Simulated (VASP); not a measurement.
A VASP calculation is set up with these files.

### KPOINTS
```
Automatic
0
gamma
10 10 7
0 0 0
```

### INCAR
```
! general
SYSTEM = P
PREC   = Accurate
ENCUT  = 500   ! plane-wave cut-off (eV)
LREAL  = F   ! projection in real space or not
LASPH  = T

! electronic loop
EDIFF  = 1E-6   ! SCF stop (eV)
NELM   = 100
ALGO   = Normal   ! blocked Davidson

! smearing
ISMEAR = 1
SIGMA  = 0.1   ! width (eV)

! functional
GGA    = PS   ! PBEsol

! ions
IBRION = 2   ! conjugate gradients
NSW    = 40   ! most ionic steps
ISIF   = 3
EDIFFG = -0.02   ! ionic stop

! output
LWAVE  = F
LCHARG = F
```

POSCAR:
```
P
1
    1.6603021148    -5.1290283364     0.0000000000
    1.6603021148     5.1290283364     0.0000000000
    0.0000000000     0.0000000000     4.1861540960
P
4
Direct
  0.1055694583   0.8944305417   0.9273762003
  0.3944305417   0.6055694583   0.4273762003
  0.6055694583   0.3944305417   0.5726237997
  0.8944305417   0.1055694583   0.0726237997
```

POTCAR, in this order: P (PBE.64 set). Program: vasp_std.

Task: Translate this PBEsol calculation to Quantum ESPRESSO's pw.x.

Result: One equivalent input (not run):
```
&CONTROL
  calculation = 'vc-relax'
  pseudo_dir = './pseudo'
  outdir = './out'
  tprnfor = .true.
  tstress = .true.
  nstep = 40
  forc_conv_thr = 0.00078
/
&SYSTEM
  ibrav = 0
  nat = 4
  ntyp = 1
  ecutwfc = 44
  occupations = 'smearing'
  smearing = 'methfessel-paxton'
  degauss = 0.00735
  input_dft = 'pbesol'
/
&ELECTRONS
  conv_thr = 7.3e-08
  electron_maxstep = 100
/
&IONS
/
&CELL
/
ATOMIC_SPECIES
  P 30.974 P.upf
CELL_PARAMETERS angstrom
     1.6603021   -5.1290283    0.0000000
     1.6603021    5.1290283    0.0000000
     0.0000000    0.0000000    4.1861541
ATOMIC_POSITIONS crystal
  P    0.1055695  0.8944305  0.9273762
  P    0.3944305  0.6055695  0.4273762
  P    0.6055695  0.3944305  0.5726238
  P    0.8944305  0.1055695  0.0726238
K_POINTS automatic
  10 10 7 0 0 0
```
What does not carry over: the potentials are each code's own (VASP's PAW set, PseudoDojo norm-conserving files in pw.x), so ENCUT and ecutwfc are chosen apart and not converted; conv_thr bounds pw.x's estimated SCF error, while EDIFF bounds the energy change between steps; forc_conv_thr acts on force components and is met together with etot_conv_thr.

The compound is P in the black structure. It was relaxed first, which changed the volume by -6 %.
